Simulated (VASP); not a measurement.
MnSi:

```
Mn Si
1.0
     4.54800    0.00000    0.00000
     0.00000    4.54800    0.00000
     0.00000    0.00000    4.54800
Mn Si
4 4
Direct
  0.13800 0.13800 0.13800
  0.36200 0.86200 0.63800
  0.63800 0.36200 0.86200
  0.86200 0.63800 0.36200
  0.84600 0.84600 0.84600
  0.65400 0.15400 0.34600
  0.34600 0.65400 0.15400
  0.15400 0.34600 0.65400
```

```yaml
Program: VASP 6.6.1
Task: relaxation of cell and atoms
Functional: PBE
Potentials_or_basis: VASP PAW PBE potentials, release 64 (Mn_pv, Si)
Cutoff: 600 eV
k_mesh: 8 × 8 × 8
Occupations: methfessel-paxton, width 0.1 eV
Spin: no spin polarisation
```

At the start: pressure -7.3 GPa; volume 11.76 Å³/atom.

**Question.** Where does the relaxation end?

**Answer.** Over 9 steps the energy falls by 9.5 meV/atom and the volume is 11.37 Å³/atom (-3.3 %); space group P2_13 (No. 198, to 0.05 Å).

Step by step:
| step | energy change (eV) | largest force (eV/Å) | pressure (GPa) | volume (Å³) |
| --- | --- | --- | --- | --- |
| 1 | 0.0000 | 0.1972 | -7.25 | 94.07 |
| 2 | 0.0544 | 0.2461 | 11.03 | 87.01 |
| 3 | -0.0761 | 0.0236 | -0.08 | 90.92 |
| 4 | -0.0761 | 0.0228 | 0.16 | 90.85 |
| 5 | -0.0762 | 0.0123 | -0.12 | 90.99 |
| 6 | -0.0762 | 0.0147 | -0.07 | 90.95 |
| 7 | -0.0762 | 0.0129 | -0.17 | 90.97 |
| 8 | -0.0762 | 0.0143 | -0.12 | 90.96 |
| 9 | -0.0762 | 0.0031 | 0.00 | 90.93 |

Final structure:
```cif
data_structure
_symmetry_space_group_name_H-M 'P 1'
_symmetry_Int_Tables_number 1
_cell_length_a 4.4967
_cell_length_b 4.4967
_cell_length_c 4.4967
_cell_angle_alpha 90.000
_cell_angle_beta 90.000
_cell_angle_gamma 90.000
_cell_volume 90.93
loop_
_atom_site_label
_atom_site_type_symbol
_atom_site_fract_x
_atom_site_fract_y
_atom_site_fract_z
_atom_site_occupancy
Mn1 Mn 0.13728 0.13728 0.13728 1
Mn2 Mn 0.36272 0.86272 0.63728 1
Mn3 Mn 0.63728 0.36272 0.86272 1
Mn4 Mn 0.86272 0.63728 0.36272 1
Si1 Si 0.84562 0.84562 0.84562 1
Si2 Si 0.65438 0.15438 0.34562 1
Si3 Si 0.34562 0.65438 0.15438 1
Si4 Si 0.15438 0.34562 0.65438 1
```
